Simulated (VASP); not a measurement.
Output of a VASP run:

OSZICAR:
```
       N       E                     dE             d eps       ncg     rms          rms(c)
DAV:   1     0.650373196077E+02    0.65037E+02   -0.83884E+03  1016   0.123E+03
DAV:   2    -0.308051367461E+02   -0.95842E+02   -0.87888E+02  1508   0.265E+02
DAV:   3    -0.348166695133E+02   -0.40115E+01   -0.39861E+01  1260   0.556E+01
DAV:   4    -0.348520487171E+02   -0.35379E-01   -0.35360E-01  1240   0.571E+00
DAV:   5    -0.348525574668E+02   -0.50875E-03   -0.50866E-03  1292   0.665E-01    0.115E+01
DAV:   6    -0.316783589535E+02    0.31742E+01   -0.80763E+00  1144   0.234E+01    0.520E+00
DAV:   7    -0.314203957592E+02    0.25796E+00   -0.50741E-01  1248   0.615E+00    0.317E+00
DAV:   8    -0.313500144995E+02    0.70381E-01   -0.24765E-01  1204   0.387E+00    0.384E-01
DAV:   9    -0.313472625117E+02    0.27520E-02   -0.98348E-03  1200   0.908E-01    0.161E-01
DAV:  10    -0.313479784800E+02   -0.71597E-03   -0.11652E-03  1216   0.295E-01    0.332E-02
DAV:  11    -0.313480487922E+02   -0.70312E-04   -0.15066E-04  1288   0.110E-01    0.214E-02
DAV:  12    -0.313480485647E+02    0.22747E-06   -0.32882E-05  1204   0.511E-02    0.257E-03
DAV:  13    -0.313480488360E+02   -0.27124E-06   -0.83503E-07  1300   0.894E-03    0.829E-04
DAV:  14    -0.313480489128E+02   -0.76830E-07   -0.13408E-07  1072   0.301E-03
   1 F= -.31348049E+02 E0= -.31348049E+02  d E =-.313480E+02
       N       E                     dE             d eps       ncg     rms          rms(c)
DAV:   1    -0.314343472664E+02   -0.86298E-01   -0.31344E+00  1012   0.161E+01    0.114E+00
DAV:   2    -0.313893976027E+02    0.44950E-01   -0.53119E-02  1232   0.203E+00    0.638E-01
DAV:   3    -0.313700055503E+02    0.19392E-01   -0.36208E-02  1224   0.145E+00    0.139E-01
DAV:   4    -0.313697166494E+02    0.28890E-03   -0.13376E-03  1212   0.346E-01    0.396E-02
DAV:   5    -0.313697259767E+02   -0.93273E-05   -0.23735E-04  1220   0.135E-01    0.277E-02
DAV:   6    -0.313697128606E+02    0.13116E-04   -0.49663E-05  1204   0.626E-02    0.493E-03
DAV:   7    -0.313697139809E+02   -0.11202E-05   -0.50985E-06  1212   0.202E-02    0.313E-03
DAV:   8    -0.313697140429E+02   -0.61976E-07   -0.11339E-07   956   0.346E-03
   2 F= -.31369714E+02 E0= -.31369714E+02  d E =-.216651E-01
       N       E                     dE             d eps       ncg     rms          rms(c)
DAV:   1    -0.313699936872E+02   -0.27971E-03   -0.93262E-03  1008   0.872E-01    0.618E-02
DAV:   2    -0.313698593238E+02    0.13436E-03   -0.15183E-04  1232   0.109E-01    0.347E-02
DAV:   3    -0.313698017414E+02    0.57582E-04   -0.11664E-04  1232   0.824E-02    0.765E-03
DAV:   4    -0.313698010765E+02    0.66492E-06   -0.50893E-06  1220   0.215E-02    0.235E-03
DAV:   5    -0.313698010696E+02    0.68867E-08   -0.13627E-06  1220   0.987E-03    0.204E-03
DAV:   6    -0.313698010145E+02    0.55067E-07   -0.26110E-07  1008   0.462E-03
   3 F= -.31369801E+02 E0= -.31369801E+02  d E =-.217521E-01
```

OUTCAR:
```
------------------------ aborting loop because EDIFF is reached ----------------------------------------
  FORCE on cell =-STRESS in cart. coord.  units (eV):
  Direction    XX          YY          ZZ          XY          YZ          ZX
  --------------------------------------------------------------------------------------
  Total        0.2467063      0.2467064      0.2492097      0.0000000      0.0000000      0.0000000
  in kB       11.6148648     11.6148692     11.7327220      0.0000000      0.0000000      0.0000000
  external PRESSURE =      11.6541520 kB  Pullay stress =       0.0000000 kB
  volume of cell :       34.03
      direct lattice vectors                 reciprocal lattice vectors
     1.255834772 -2.175170047  0.000000000     0.398141548 -0.229867086 -0.000000000
     1.255834772  2.175170047  0.000000000     0.398141548  0.229867086 -0.000000000
     0.000000000  0.000000000  6.229037583    -0.000000000  0.000000000  0.160538444
  FREE ENERGIE OF THE ION-ELECTRON SYSTEM (eV)
  ---------------------------------------------------
  free  energy   TOTEN  =       -31.3698010145 eV

  energy  without entropy=      -31.3698010145  energy(sigma->0) =      -31.36980101

 reached required accuracy - stopping structural energy minimisation
```
(Selected blocks of OUTCAR.)

### POSCAR
```
BN
1
    1.2443953507    -2.1553563617     0.0000000000
    1.2443953507     2.1553563617     0.0000000000
    0.0000000000     0.0000000000     6.3440880748
B N
2 2
Direct
  0.3333330000   0.6666670000   0.2500000000
  0.6666670000   0.3333330000   0.7500000000
  0.6666670000   0.3333330000   0.2500000000
  0.3333330000   0.6666670000   0.7500000000
```

Q: Reconstruct the remaining input files.

A: Several could match; the one computed here: the input of the run itself, vdW-DF-cx, plane waves, VASP's PBE PAW potentials (set 64).

INCAR:
```
ALGO = Normal
LCHARG = .False.
ISMEAR = 0   # Gaussian
EDIFF = 1E-7
PREC = Accurate
SIGMA = 0.05
IBRION = 2   # conjugate gradients
LASPH = .True.
ISIF = 4
GGA = CX
EDIFFG = -0.01   # ionic stop
ENCUT = 520
SYSTEM = BN
LWAVE = .False.
LREAL = .False.   # projection in real space or not
LUSE_VDW = .True.
AGGAC = 0.0
NSW = 30
NELM = 100
```

**KPOINTS**
```
kpoints
0
G
10 10 4
0 0 0
```

POTCAR, in this order: B N (PBE.64 set). Program: vasp_std.

The compound is BN in the hex structure. This cell is one point of a volume scan, at 0.97 of the reference volume. Symmetry was kept, so distortions that lower it aren't found.
